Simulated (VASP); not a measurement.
# K2SiSb3 (R-3m) in VASP: single point with PBE

Aim: the single point of K2SiSb3 with PBE.

Everything below comes from runs of VASP 6.6.1. Logs are shortened: lines on timing, memory, paths and dates and some standing lists are left out, and cuts for length are marked.

## (1) The cell of the first run

Symmetry: R-3m, No. 166, trigonal system. Conventional cell: a = 6.507 Å, b = 6.507 Å, c = 13.756 Å, α = 90.00°, β = 90.00°, γ = 120.00°. K (site symmetry 3m) is surrounded by 9 Sb at 3.38 to 3.70 Å and 1 K at 3.54 Å and 3 Si at 3.79 Å. Si (site symmetry -3m) has 6 Sb at 2.96 Å as nearest neighbours. Sb (site symmetry 2/m) has 2 Si at 2.96 Å and 4 Sb at 3.25 Å and 2 K at 3.38 Å as nearest neighbours.

The cell was built by a generator and needn't be a form met in nature.

## (2) Single point, PBE (species swapped into the Sm2GeRh3 type (R-3m, No. 166))

Contents of INCAR:

```
SYSTEM = K2SiSb3
ALGO = Fast ; EDIFF = 1E-7
ENCUT = 520 ; GGA = PE
ISIF = 2 ; ISMEAR = 0
LASPH = .TRUE. ; LCHARG = .FALSE.
LREAL = .FALSE. ; LWAVE = .FALSE.
NBANDS = 28 ; NELM = 100
PREC = Accurate ; SIGMA = 0.1
```

Contents of KPOINTS:

```
k-points
0
G
  3 3 3
  0 0 0
```

Contents of POSCAR:

```
K2SiSb3
1.0
    3.2536151800      1.8784756000      4.5852182800
   -3.2536151800      1.8784756000      4.5852182800
    0.0000000000     -3.7569512000      4.5852182800
K Si Sb
2 1 3
Direct
    0.8712233300      0.8712233300      0.8712233300
    0.1287766700      0.1287766700      0.1287766700
    0.5000000000      0.5000000000      0.5000000000
    0.5000000000      0.0000000000      0.5000000000
    0.5000000000      0.5000000000      0.0000000000
    0.0000000000      0.5000000000      0.5000000000
```

Potentials or basis: VASP PAW PBE potentials, release 64 (K_sv, Si, Sb).

Started as:

```console
cat potpaw_PBE.64/K_sv/POTCAR potpaw_PBE.64/Si/POTCAR potpaw_PBE.64/Sb/POTCAR > POTCAR
mpirun -np 1 vasp_std > vasp.out
```

OUTCAR:

```text
SYSTEM = K2SiSb3
   EDIFF = 1E-7
   ENCUT = 520
   GGA = PE
   ISIF = 2
   ISMEAR = 0
   LASPH = .TRUE.
   LREAL = .FALSE.
   NELM = 100
   PREC = Accurate

 ion  position               nearest neighbor table
   1  0.871  0.871  0.871-   5 3.38   4 3.38   6 3.38   2 3.54   4 3.70   6 3.70   4 3.70   6 3.70
                             5 3.70   5 3.70
   2  0.129  0.129  0.129-   5 3.38   4 3.38   6 3.38   1 3.54   4 3.70   6 3.70   6 3.70   4 3.70
                             5 3.70   5 3.70
   3  0.500  0.500  0.500-   5 2.96   5 2.96   6 2.96   4 2.96   4 2.96   6 2.96
   4  0.500  0.000  0.500-   3 2.96   3 2.96   5 3.25   5 3.25   6 3.25   6 3.25   1 3.38   2 3.38
                             1 3.70   2 3.70   1 3.70   2 3.70
   5  0.500  0.500  0.000-   3 2.96   3 2.96   4 3.25   6 3.25   4 3.25   6 3.25   1 3.38   2 3.38
                             1 3.70   2 3.70   1 3.70   2 3.70
   6  0.000  0.500  0.500-   3 2.96   3 2.96   5 3.25   5 3.25   4 3.25   4 3.25   1 3.38   2 3.38
                             2 3.70   1 3.70   2 3.70   1 3.70

  LATTYP: Found a trigonal (rhomboedric) cell.
 ALAT       =     5.9278081105
 COS(alpha) =     0.3974763564

  Lattice vectors:

 A1 = (   3.2536151800,   1.8784756000,   4.5852182800)
 A2 = (  -3.2536151800,   1.8784756000,   4.5852182800)
 A3 = (   0.0000000000,  -3.7569512000,   4.5852182800)

Analysis of symmetry for initial positions (statically):
=====================================================================
 Subroutine PRICEL returns:
 Original cell was already a primitive cell.

 Routine SETGRP: Setting up the symmetry group for a
 trigonal (rhombohedral) supercell.

 Subroutine GETGRP returns: Found 12 space group operations
 (whereof 12 operations were pure point group operations)
 out of a pool of 12 trial point group operations.

The static configuration has the point symmetry D_3d.

Analysis of symmetry for dynamics (positions and initial velocities):
=====================================================================
 Subroutine PRICEL returns:
 Original cell was already a primitive cell.

 Routine SETGRP: Setting up the symmetry group for a
 trigonal (rhombohedral) supercell.

 Subroutine GETGRP returns: Found 12 space group operations
 (whereof 12 operations were pure point group operations)
 out of a pool of 12 trial point group operations.

The dynamic configuration has the point symmetry D_3d.

 Subroutine INISYM returns: Found 12 space group operations
 (whereof 12 operations are pure point group operations),
 and found     1 'primitive' translations

----------------------------------------------------------------------------------------

                                     Primitive cell

  volume of cell :     168.1446

  direct lattice vectors                    reciprocal lattice vectors
     3.253615180  1.878475600  4.585218280     0.153675211  0.088724425  0.072697375
    -3.253615180  1.878475600  4.585218280    -0.153675211  0.088724425  0.072697375
     0.000000000 -3.756951200  4.585218280     0.000000000 -0.177448849  0.072697375

  length of vectors
     5.927808110  5.927808110  5.927808110     0.191762881  0.191762881  0.191762881

  position of ions in fractional coordinates (direct lattice)
     0.871223330  0.871223330  0.871223330
     0.128776670  0.128776670  0.128776670
     0.500000000  0.500000000  0.500000000
     0.500000000  1.000000000  0.500000000
     0.500000000  0.500000000  0.000000000
     1.000000000  0.500000000  0.500000000

  ion indices of the primitive-cell ions
   primitive index   ion index
                 1           1
                 2           2
                 3           3
                 4           4
                 5           5
                 6           6

----------------------------------------------------------------------------------------

 KPOINTS: k-points

Automatic generation of k-mesh.
 Grid dimensions read from file:
 generate k-points for:    3    3    3

 Generating k-lattice:

  Cartesian coordinates                     Fractional coordinates (reciprocal lattice)
     0.051225070  0.029574808  0.024232458     0.333333333  0.000000000  0.000000000
    -0.051225070  0.029574808  0.024232458     0.000000000  0.333333333  0.000000000
     0.000000000 -0.059149616  0.024232458     0.000000000  0.000000000  0.333333333

  Length of vectors
     0.063920960  0.063920960  0.063920960

  Shift w.r.t. Gamma in fractional coordinates (k-lattice)
     0.000000000  0.000000000  0.000000000

 Subroutine IBZKPT returns following result:
 ===========================================

 Found      6 irreducible k-points:

 Following reciprocal coordinates:
            Coordinates               Weight
  0.000000  0.000000  0.000000      1.000000
  0.333333  0.000000  0.000000      6.000000
  0.333333  0.333333  0.000000      6.000000
 -0.333333  0.333333  0.000000      6.000000
  0.333333  0.333333  0.333333      2.000000
 -0.333333  0.333333  0.333333      6.000000
   k-points           NKPTS =      6   k-points in BZ     NKDIM =      6   number of bands    NBANDS=     28
   number of dos      NEDOS =    301   number of ions     NIONS =      6
   total plane-waves  NPLWV = 110592
   dimension x,y,z NGX =    48 NGY =   48 NGZ =   48
   dimension x,y,z NGXF=    96 NGYF=   96 NGZF=   96
   ions per type =               2   1   3
   NGX,Y,Z   is equivalent  to a cutoff of  13.46, 13.46, 13.46 a.u.
   NGXF,Y,Z  is equivalent  to a cutoff of  26.92, 26.92, 26.92 a.u.
 SYSTEM =  K2SiSb3
   PREC   = accura    normal or accurate (medium, high low for compatibility)
   ISTART =      0    job   : 0-new  1-cont  2-samecut
   ICHARG =      2    charge: 1-file 2-atom 10-const
   ISPIN  =      1    spin polarized calculation?
   LNONCOLLINEAR =      F non collinear calculations
   LSORBIT =      F    spin-orbit coupling
   LASPH  =      T    aspherical Exc in radial PAW
   ENCUT  =  520.0 eV  38.22 Ry    6.18 a.u.  11.02 11.02 11.02*2*pi/ulx,y,z
   NELM   =    100;   NELMIN=  2; NELMDL= -5     # of ELM steps
   EDIFF  = 0.1E-06   stopping-criterion for ELM
   LREAL  =      F    real-space projection
   EDIFFG = 0.1E-05   stopping-criterion for IOM
   NSW    =      0    number of steps for IOM
   IBRION =     -1    ionic relax: 0-MD 1-quasi-New 2-CG
   NFREE  =      0    steps in history (QN), initial steepest desc. (CG)
   ISIF   =      2    stress and relaxation
   ISYM   =      2    0-nonsym 1-usesym 2-fastsym
   POTIM  = 0.5000    time-step for ionic-motion
   TEBEG  =    0.0;   TEEND  =   0.0 temperature during run
   PSTRESS=    0.0 pullay stress
   NELECT =      37.0000    total number of electrons
   NUPDOWN=      -1.0000    fix difference up-down
   EMIN   =  10.00;   EMAX   =-10.00  energy-range for DOS
   EFERMI =   0.00;   METHOD = LEGACY
   ISMEAR =     0;   SIGMA  =   0.10  broadening in eV -4-tet -1-fermi 0-gaus
   EFERMI_NEDOS =   21; number of points for ismear=-14 and -15
   IALGO  =     68    algorithm
   IMIX   =      4    mixing-type and parameters
     AMIX     =   0.40;   BMIX     =  1.00
     AMIX_MAG =   1.60;   BMIX_MAG =  1.00
  volume/ion in A,a.u.               =      28.02       189.12
  Fermi-wavevector in a.u.,A,eV,Ry     =   0.988358  1.867726 13.290879  0.976852
  Thomas-Fermi vector in A             =   2.119879
   LORBIT       =      0    0 simple, 1 ext, 2 COOP (PROOUT), +10 PAW based schemes
   GGA     = PE    functional components
   LHFCALC =     F    Hartree Fock is set to
   AEXX    =    0.0000 exact exchange contribution
   IVDW    =     0    specifies the selected vdW correction
   LEPSILON=     F    determine dielectric tensor
   LRPA    =     F    only Hartree local field effects (RPA)
 non-spin polarized calculation
 RMM-DIIS sequential band-by-band and
 Gauss-broadening in eV      SIGMA  =   0.10
  energy-cutoff  :      520.00
  volume of cell :      168.14
 maximum number of plane-waves:      4532
 NGX is ok and might be reduce to    48
   NGX = 23   NGY = 23   NGZ = 23

 number of electron      36.9999999 magnetization

 Free energy of the ion-electron system (eV)
  ---------------------------------------------------
  ext. energy  EPLUGINS =         0.00000000
  ---------------------------------------------------
  free energy    TOTEN  =       -20.52921871 eV

  energy without entropy =      -20.49322598  energy(sigma->0) =      -20.51122234

 E-fermi :   5.6019     XC(G=0):  -9.1850

 val. band max:        5.5452502009   @ k =   0.3333   0.0000   0.0000
 cond. band min:       5.6463021587   @ k =   0.3333   0.3333   0.0000
 fundamental gap:      0.1010519578
 Fermi energy:         5.6019339124

 k-point     1 :       0.0000    0.0000    0.0000
  band No.  band energies     occupation
      1     -25.5926      2.00000
      2     -25.5457      2.00000
      3      -9.2939      2.00000
      4      -9.1526      2.00000
      5      -9.1526      2.00000
      6      -9.0850      2.00000
[... 20 lines left out ...]
     27      10.4063      0.00000
     28      10.7036      0.00000

 k-point     2 :       0.3333    0.0000    0.0000
  band No.  band energies     occupation
      1     -25.5869      2.00000
      2     -25.5512      2.00000
      3      -9.3098      2.00000
      4      -9.2095      2.00000
      5      -9.1666      2.00000
      6      -9.0686      2.00000
[... 20 lines left out ...]
     27      10.7478      0.00000
     28      10.8078      0.00000

 k-point     3 :       0.3333    0.3333    0.0000
  band No.  band energies     occupation
      1     -25.5824      2.00000
      2     -25.5555      2.00000
      3      -9.3281      2.00000
      4      -9.2123      2.00000
      5      -9.1473      2.00000
      6      -9.1244      2.00000
[... 20 lines left out ...]
     27       9.3779      0.00000
     28      10.7629      0.00000

 k-point     4 :      -0.3333    0.3333    0.0000
  band No.  band energies     occupation
      1     -25.5805      2.00000
      2     -25.5575      2.00000
      3      -9.3393      2.00000
      4      -9.2246      2.00000
      5      -9.1530      2.00000
      6      -9.1005      2.00000
[... 20 lines left out ...]
     27       9.7203      0.00000
     28      10.3644      0.00000

 k-point     5 :       0.3333    0.3333    0.3333
  band No.  band energies     occupation
      1     -25.5807      2.00000
      2     -25.5572      2.00000
      3      -9.3622      2.00000
      4      -9.1869      2.00000
      5      -9.1869      2.00000
      6      -9.0839      2.00000
[... 20 lines left out ...]
     27       9.6114      0.00000
     28       9.6114      0.00000

 k-point     6 :      -0.3333    0.3333    0.3333
  band No.  band energies     occupation
      1     -25.5754      2.00000
      2     -25.5624      2.00000
      3      -9.3719      2.00000
      4      -9.2043      2.00000
      5      -9.1778      2.00000
      6      -9.0922      2.00000
[... 20 lines left out ...]
     27       9.9228      0.00000
     28      10.3343      0.00000

------------------------ aborting loop because EDIFF is reached ----------------------------------------

  FORCE on cell =-STRESS in cart. coord.  units (eV):
  Direction    XX          YY          ZZ          XY          YZ          ZX
  --------------------------------------------------------------------------------------
  -------------------------------------------------------------------------------------
  Total        1.3741366      1.3741366      4.6400514      0.0000000      0.0000000      0.0000000
  in kB       13.0935523     13.0935523     44.2130389      0.0000000      0.0000000      0.0000000
  external PRESSURE =      23.4667145 kB  Pullay stress =       0.0000000 kB

 VOLUME and BASIS-vectors are now :
 -----------------------------------------------------------------------------
  energy-cutoff  :      520.00
  volume of cell :      168.14
      direct lattice vectors                 reciprocal lattice vectors
     3.253615180  1.878475600  4.585218280     0.153675211  0.088724425  0.072697375
    -3.253615180  1.878475600  4.585218280    -0.153675211  0.088724425  0.072697375
     0.000000000 -3.756951200  4.585218280     0.000000000 -0.177448849  0.072697375

 POSITION                                       TOTAL-FORCE (eV/Angst)
 -----------------------------------------------------------------------------------
      0.00000      0.00000     11.98425        -0.000000     -0.000000      0.468150
      0.00000      0.00000      1.77141        -0.000000      0.000000     -0.468150
      0.00000      0.00000      6.87783        -0.000000     -0.000000     -0.000000
      1.62681     -0.93924      4.58522         0.000000      0.000000     -0.000000
      0.00000      1.87848      4.58522        -0.000000     -0.000000     -0.000000
     -1.62681     -0.93924      4.58522         0.000000      0.000000     -0.000000
 -----------------------------------------------------------------------------------
    total drift:                                0.000000      0.000000     -0.000000

  FREE ENERGIE OF THE ION-ELECTRON SYSTEM (eV)
  ---------------------------------------------------
  free  energy   TOTEN  =       -20.5292187082 eV

  energy  without entropy=      -20.4932259775  energy(sigma->0) =      -20.51122234
```

Wall time 73 s (1 thread of Intel Xeon Platinum 8259CL at 2.50GHz (Skylake/Cascade Lake), shared host); peak memory 0.32 GiB.

What came out:

```yaml
Free_energy: -20.5292 eV
Pressure: 2.3 GPa
Largest_force: 0.468 eV/Å
Band_gap_on_the_k_mesh: none (metal or under the smearing width)
```

Forces in eV/Å, atoms in the order of the input:
```
K    0.000  0.000  0.468
K    0.000  0.000 -0.468
Si   0.000  0.000  0.000
Sb   0.000  0.000  0.000
Sb   0.000  0.000  0.000
Sb   0.000  0.000  0.000
```

Levels at points of the mesh, in eV from the Fermi level:
| k point | band 15 | band 16 | band 17 | band 18 | band 19 | band 20 | band 21 | band 22 |
| --- | --- | --- | --- | --- | --- | --- | --- | --- |
| (0.00, 0.00, 0.00) | -4.06 | -3.35 | -2.69 | -2.69 | 0.93 | 2.31 | 2.83 | 2.83 |

Caveat: the k mesh is coarse (spacing up to 0.40 Å⁻¹), so the values aren't converged. Spin-orbit coupling is left out, which matters for the levels of Sb.
